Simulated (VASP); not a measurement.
All values below come from vdW-DF-cx, VASP's PBE PAW potentials (set 64) (plane waves; VASP).

A VASP calculation is set up with these files.

INCAR:
```
SYSTEM = Ti
PREC = Accurate
ENCUT = 520
EDIFF = 1E-7
NELM = 100
ALGO = Normal
LREAL = .FALSE.
LASPH = .TRUE.
ISMEAR = 1
SIGMA = 0.1
GGA = CX
LUSE_VDW = .TRUE.
AGGAC = 0.0
LMAXMIX = 4
LWAVE = .FALSE.
LCHARG = .FALSE.
ISIF = 4
IBRION = 2
NSW = 30
EDIFFG = -0.01
```

File POSCAR:
```
Ti
1
    1.4794550104    -2.5624913025     0.0000000000
    1.4794550104     2.5624913025     0.0000000000
    0.0000000000     0.0000000000     4.6901130112
Ti
2
Direct
  0.3333330000   0.6666670000   0.2500000000
  0.6666670000   0.3333330000   0.7500000000
```

KPOINTS:
```
K-points
0
gamma
14 14 8
0 0 0
```

POTCAR, in this order: Ti_sv (PBE.64 set). Program: vasp_std.

Output of the run:

OUTCAR:
```
 ion  position               nearest neighbor table
   1  0.333  0.667  0.250-   2 2.90   2 2.90   2 2.90   2 2.90   2 2.90   2 2.90
   2  0.667  0.333  0.750-   1 2.90   1 2.90   1 2.90   1 2.90   1 2.90   1 2.90
  LATTYP: Found a hexagonal cell.
 ALAT       =     2.9589100701
 C/A-ratio  =     1.5850812968
 Subroutine PRICEL returns:
 Original cell was already a primitive cell.
 Subroutine GETGRP returns: Found 24 space group operations
The static configuration has the point symmetry D_3d.
 The point group associated with its full space group is D_6h.
The dynamic configuration has the point symmetry D_3d.
 Subroutine INISYM returns: Found 24 space group operations
 Subroutine IBZKPT returns following result:
 Found    120 irreducible k-points:

 Following reciprocal coordinates:
            Coordinates               Weight
  0.000000  0.000000  0.000000      1.000000
  0.071429  0.000000  0.000000      6.000000
  0.142857 -0.000000  0.000000      6.000000
  0.214286 -0.000000  0.000000      6.000000
  0.285714 -0.000000  0.000000      6.000000
  0.357143  0.000000  0.000000      6.000000
  0.428571 -0.000000  0.000000      6.000000
...
```

**OSZICAR**
```
       N       E                     dE             d eps       ncg     rms          rms(c)
DAV:   1     0.250865262496E+03    0.25087E+03   -0.13660E+04  3840   0.186E+03
DAV:   2     0.155374371463E+02   -0.23533E+03   -0.23396E+03  3968   0.491E+02
DAV:   3    -0.113567387591E+02   -0.26894E+02   -0.26723E+02  7600   0.136E+02
DAV:   4    -0.124792887922E+02   -0.11226E+01   -0.11224E+01  3968   0.292E+01
DAV:   5    -0.125420190794E+02   -0.62730E-01   -0.62730E-01  6464   0.470E+00    0.119E+01
DAV:   6    -0.103105692417E+02    0.22314E+01   -0.85425E+00  4528   0.337E+01    0.285E+00
DAV:   7    -0.102924819503E+02    0.18087E-01   -0.80879E-01  5760   0.749E+00    0.197E+00
DAV:   8    -0.103144718814E+02   -0.21990E-01   -0.20499E-01  4496   0.618E+00    0.680E-01
DAV:   9    -0.103055492542E+02    0.89226E-02   -0.51013E-02  4616   0.258E+00    0.554E-02
DAV:  10    -0.103057773357E+02   -0.22808E-03   -0.21965E-03  6096   0.383E-01    0.795E-02
DAV:  11    -0.103058323246E+02   -0.54989E-04   -0.15183E-04  4488   0.115E-01    0.250E-02
DAV:  12    -0.103058259707E+02    0.63538E-05   -0.33147E-05  5040   0.459E-02    0.529E-03
DAV:  13    -0.103058265679E+02   -0.59714E-06   -0.65998E-07  4368   0.856E-03    0.137E-03
DAV:  14    -0.103058270586E+02   -0.49069E-06   -0.25450E-07  3728   0.458E-03    0.809E-04
DAV:  15    -0.103058270332E+02    0.25348E-07   -0.34964E-08  2464   0.203E-03
   1 F= -.10305827E+02 E0= -.10306592E+02  d E =-.103058E+02
       N       E                     dE             d eps       ncg     rms          rms(c)
DAV:   1    -0.103061163286E+02   -0.28927E-03   -0.15512E-02  4040   0.179E+00    0.117E-01
DAV:   2    -0.103059501849E+02    0.16614E-03   -0.91819E-04  3888   0.382E-01    0.608E-02
DAV:   3    -0.103058753136E+02    0.74871E-04   -0.27130E-04  5664   0.173E-01    0.707E-03
DAV:   4    -0.103058754149E+02   -0.10134E-06   -0.22611E-05  4504   0.695E-02    0.348E-03
DAV:   5    -0.103058753517E+02    0.63257E-07   -0.90310E-07  5168   0.104E-02
   2 F= -.10305875E+02 E0= -.10306649E+02  d E =-.483184E-04
```

File OUTCAR:
```
------------------------ aborting loop because EDIFF is reached ----------------------------------------
  FORCE on cell =-STRESS in cart. coord.  units (eV):
  Direction    XX          YY          ZZ          XY          YZ          ZX
  --------------------------------------------------------------------------------------
  Total       -1.3734747     -1.3734748     -1.3995066      0.0000000      0.0000000      0.0000000
  in kB      -61.8804957    -61.8804983    -63.0533356      0.0000000      0.0000000      0.0000000
  external PRESSURE =     -62.2714432 kB  Pullay stress =       0.0000000 kB
  volume of cell :       35.56
      direct lattice vectors                 reciprocal lattice vectors
     1.480230541 -2.563834558 -0.000000000     0.337785221 -0.195020384 -0.000000000
     1.480230541  2.563834558 -0.000000000     0.337785221  0.195020384 -0.000000000
     0.000000000  0.000000000  4.685199764     0.000000000  0.000000000  0.213438071
 POSITION                                       TOTAL-FORCE (eV/Angst)
 -----------------------------------------------------------------------------------
      1.48023      0.85461      1.17130         0.000000      0.000000      0.000000
      1.48023     -0.85461      3.51390        -0.000000     -0.000000      0.000000
 -----------------------------------------------------------------------------------
    total drift:                               -0.000187      0.001063     -0.000018
  FREE ENERGIE OF THE ION-ELECTRON SYSTEM (eV)
  ---------------------------------------------------
  free  energy   TOTEN  =       -10.3058753517 eV

  energy  without entropy=      -10.3081957621  energy(sigma->0) =      -10.30664882

 reached required accuracy - stopping structural energy minimisation
```
(Selected blocks of OUTCAR.)

**CONTCAR**
```
Ti
   1.00000000000000
     1.4802305412846386   -2.5638345576835229   -0.0000000000000000
     1.4802305412846386    2.5638345576835229   -0.0000000000000000
     0.0000000000000000    0.0000000000000000    4.6851997635858691
  Ti
     2
Direct
     0.3333330000000032    0.6666669999999968    0.2500000000000000
     0.6666669999999968    0.3333330000000032    0.7500000000000000
```

The compound is Ti in the hcp structure. This cell is one point of a volume scan, at 1.06 of the reference volume. Symmetry was kept, so distortions that lower it aren't found.
